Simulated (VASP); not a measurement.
OSZICAR of a VASP run on LiH (rock salt):

**OSZICAR**
```
       N       E                     dE             d eps       ncg     rms          rms(c)
DAV:   1    -0.293860283324E+01   -0.29386E+01   -0.60997E-01   390   0.697E+00    0.448E-01
DAV:   2    -0.301956993329E+01   -0.80967E-01   -0.95442E-01   522   0.795E+00    0.104E+00
DAV:   3    -0.329639076557E+01   -0.27682E+00   -0.12100E-01   438   0.251E+00    0.158E+00
DAV:   4    -0.292586538710E+01    0.37053E+00   -0.42498E-02   558   0.177E+00    0.878E-01
DAV:   5    -0.252270687346E+01    0.40316E+00   -0.84449E-03   348   0.129E+00    0.337E-01
DAV:   6    -0.243944033785E+01    0.83267E-01   -0.46817E-02   414   0.173E+00    0.309E-01
DAV:   7    -0.228777800840E+01    0.15166E+00   -0.53297E-03   444   0.769E-01    0.175E-01
DAV:   8    -0.215719039505E+01    0.13059E+00   -0.55085E-03   396   0.781E-01    0.225E-02
DAV:   9    -0.219147521811E+01   -0.34285E-01   -0.42795E-03   420   0.707E-01    0.106E-01
DAV:  10    -0.217707234858E+01    0.14403E-01   -0.76071E-04   438   0.235E-01    0.738E-02
DAV:  11    -0.220473102998E+01   -0.27659E-01   -0.13465E-04   438   0.817E-02    0.108E-01
DAV:  12    -0.216303154830E+01    0.41699E-01   -0.23882E-04   420   0.163E-01    0.463E-02
DAV:  13    -0.214163530666E+01    0.21396E-01   -0.34159E-04   390   0.166E-01    0.336E-02
DAV:  14    -0.213129461030E+01    0.10341E-01   -0.19914E-04   510   0.988E-02    0.320E-02
DAV:  15    -0.212419518712E+01    0.70994E-02   -0.41178E-05   534   0.475E-02    0.276E-02
DAV:  16    -0.211580536178E+01    0.83898E-02   -0.11216E-05   492   0.246E-02    0.188E-02
DAV:  17    -0.210651799864E+01    0.92874E-02   -0.11614E-05   462   0.283E-02    0.888E-03
DAV:  18    -0.210208124656E+01    0.44368E-02   -0.22033E-05   486   0.328E-02    0.665E-03
DAV:  19    -0.209744008230E+01    0.46412E-02   -0.36473E-06   498   0.161E-02    0.189E-03
DAV:  20    -0.209693901135E+01    0.50107E-03   -0.62380E-06   450   0.172E-02    0.299E-03
DAV:  21    -0.209569222973E+01    0.12468E-02   -0.14402E-07   192   0.499E-03    0.138E-03
DAV:  22    -0.209567221673E+01    0.20013E-04   -0.38069E-07   204   0.483E-03    0.169E-03
DAV:  23    -0.209553175894E+01    0.14046E-03   -0.59732E-08   174   0.261E-03    0.153E-03
DAV:  24    -0.209526930074E+01    0.26246E-03   -0.23786E-08   174   0.170E-03    0.114E-03
DAV:  25    -0.209497576417E+01    0.29354E-03   -0.17783E-08   174   0.142E-03    0.812E-04
DAV:  26    -0.209465501921E+01    0.32074E-03   -0.26551E-08   174   0.168E-03    0.470E-04
DAV:  27    -0.209450227428E+01    0.15274E-03   -0.33403E-08   174   0.187E-03    0.374E-04
DAV:  28    -0.209429616219E+01    0.20611E-03   -0.17815E-08   174   0.142E-03    0.141E-04
DAV:  29    -0.209424904914E+01    0.47113E-04   -0.20045E-08   174   0.146E-03    0.147E-04
DAV:  30    -0.209413276096E+01    0.11629E-03   -0.78103E-09   174   0.922E-04    0.191E-05
DAV:  31    -0.209411404802E+01    0.18713E-04   -0.79089E-09   174   0.874E-04    0.404E-05
DAV:  32    -0.209410310239E+01    0.10946E-04   -0.26297E-09   174   0.523E-04    0.408E-05
DAV:  33    -0.209409170915E+01    0.11393E-04   -0.93519E-10   174   0.311E-04    0.348E-05
DAV:  34    -0.209408979052E+01    0.19186E-05   -0.36857E-10   174   0.188E-04    0.395E-05
DAV:  35    -0.209410364306E+01   -0.13853E-04   -0.14189E-10   174   0.130E-04    0.577E-05
DAV:  36    -0.209409727526E+01    0.63678E-05   -0.10104E-10   174   0.838E-05    0.469E-05
DAV:  37    -0.209409770886E+01   -0.43360E-06   -0.99694E-12   174   0.308E-05
   1 F= -.20940977E+01 E0= -.20940977E+01  d E =-.234515E-24
       N       E                     dE             ncg
       N       E                     dE             ncg
       N       E                     dE             ncg
```

Q: Which electronic solver shows in the log?

A: It is blocked Davidson (ALGO = Normal, or the opening steps of other solvers). The INCAR had ALGO = Normal.

Q: Can the final energy be trusted as converged?

A: Self-consistency was reached. It stopped with EDIFF = 1E-6, NELM = 200 (modified Becke-Johnson potential (mBJ), plane waves, VASP's PBE PAW potentials (set 64)). mBJ is a potential without an energy functional, so only the levels count.

The compound is LiH in the rock salt structure. It was relaxed first, which changed the volume by -6 %. The cell's shape comes from a PBE relaxation.
